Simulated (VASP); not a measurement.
Input:

```yaml
crystal:
  lattice:
    - [-0.02291, 2.29114, 2.29114]
    - [2.26823, 0.00000, 2.26823]
    - [2.29114, 2.29114, -0.02291]
  atoms:
    - { symbol: Li, position: [0.25000, 0.25000, 0.25000] }
    - { symbol: Li, position: [0.75000, 0.75000, 0.75000] }
    - { symbol: O, position: [0.00000, 0.00000, 0.00000] }
```

The numbers are results of r2SCAN meta-GGA, VASP's PBE PAW potentials (set 64) (plane waves; VASP), not measurements. Settings: 600 eV cut-off, 8×8×8 Γ-centred mesh, Gaussian smearing of 0.050 eV, potentials Li_sv O.

Task: What does the run give for the energy per atom (σ→0)?

Result: 
| Item | Value |
|---|---|
| energy per atom (σ→0) | -5.611 eV/atom |

The compound is Li2O in the antifluorite structure. This cell was strained or had an atom moved on purpose.
